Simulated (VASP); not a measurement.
The cell holds one Li (bcc) (110) slab, with vacuum along c, ions free to move until forces fall under 0.03 eV/Å, no reconstruction beyond this cell, dipole correction on.

Input:

```
Li
1.0
    2.96695     0.00000     0.00000
   -0.98898     2.79727     0.00000
    0.00000     0.00000    24.41471
Li
4
Direct
  0.75000   0.25000   0.35239
  0.25000   0.75000   0.44940
  0.75000   0.25000   0.55060
  0.25000   0.75000   0.64761
```

The numbers are results of PBEsol GGA, VASP's PBE PAW potentials (set 64) (plane waves; VASP), not measurements. Numerical set-up: 450 eV cut-off, 10×10×1 Γ-centred mesh, first-order Methfessel-Paxton smearing of 0.10 eV, potentials Li_sv.

Slab and bulk use different k-meshes, so the surface energy is good to a few per cent at best.

| Property | Value |
|---|---|
| surface energy | 0.52 J/m² |
| work function | 3.28 eV |
| band gap (on the k-mesh) | none (metal, semimetal or under 0.01 eV) |

The cell is a thin slab with vacuum, built from Li (bcc): (110) face.
